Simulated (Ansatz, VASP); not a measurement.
One calculation of HfAlB4, two programs

INCAR

```
PREC = Accurate ; ENCUT = 600
EDIFF = 1E-7 ; ISMEAR = 0
SIGMA = 0.1 ; LREAL = False
LASPH = True ; NELM = 100
ALGO = Normal ; ISIF = 3
LWAVE = False ; LCHARG = False
GGA = PE ; IBRION = 2
NSW = 100 ; EDIFFG = -0.01
```

File KPOINTS:

```
regular mesh
0
Gamma
  15 15 6
```

POSCAR

```
HfAlB4
1.0
    3.0532410033      0.0000000000      0.0000000000
   -1.5266205016      2.6441842727      0.0000000000
    0.0000000000      0.0000000000      6.9120758195
Hf Al B
1 1 4
Direct
    0.0000000000      0.0000000000      0.0000000000
    0.0000000000      0.0000000000      0.5000000000
    0.3333333333      0.6666666667      0.2644780550
    0.3333333333      0.6666666667      0.7355219450
    0.6666666667      0.3333333333      0.2644780550
    0.6666666667      0.3333333333      0.7355219450
```

Input for Ansatz:

```yaml
crystal:
  lattice:
    - [3.0532410033, 0.0, 0.0]
    - [-1.5266205016, 2.6441842727, 0.0]
    - [0.0, 0.0, 6.9120758195]
  atoms:
    - { symbol: Hf, position: [0.0, 0.0, 0.0] }
    - { symbol: Al, position: [0.0, 0.0, 0.5] }
    - { symbol: B, position: [0.3333333333, 0.6666666667, 0.264478055] }
    - { symbol: B, position: [0.3333333333, 0.6666666667, 0.735521945] }
    - { symbol: B, position: [0.6666666667, 0.3333333333, 0.264478055] }
    - { symbol: B, position: [0.6666666667, 0.3333333333, 0.735521945] }
basis:
  ecutwfc: 420
kpoints:
  mp_grid: { grid: [15, 15, 6] }
hamiltonian:
  xc: pbe
scf:
  occupations: { method: gaussian, width: 0.1 }
output:
  forces: true
  stress: true
  eigenvalues: true
relax:
  adjacent_minimum: "off"
  f_tol: 0.01
  max_steps: 80
  cell: { stress_tol: 0.05 }
```

Alike in both runs: task relaxation of cell and atoms; functional PBE; k mesh 15 × 15 × 6; occupations gaussian, width 0.1 eV; no spin polarisation.

|  | VASP | Ansatz |
| --- | --- | --- |
| version | VASP 6.6.1 | Ansatz 0.2.0 |
| potentials or method | VASP PAW PBE potentials, release 64 (Hf_pv, Al, B) | scalar-relativistic, plane waves, PAW |
| plane-wave cutoff (eV) | 600 | 420 |
| valence electrons in the cell | 25 | 41 |

Ansatz gave:

```
gap on the k mesh at the Fermi level, each at its own relaxed structure (eV) : none
relaxed volume (Å³/atom)                                                     : 9.30
relaxed cell length with the largest relative difference (Å)                 : 6.918
```

Task: Which values does VASP return?

Result: gap on the k mesh at the Fermi level, each at its own relaxed structure (eV): none; relaxed volume (Å³/atom): 9.29; relaxed cell length with the largest relative difference (Å): 6.911.

A gap of «none» marks a metal or a gap that the smearing closes. The two sets of potentials don't hold the same shells in valence.

Spin-orbit coupling is left out, which matters for the levels of Hf.
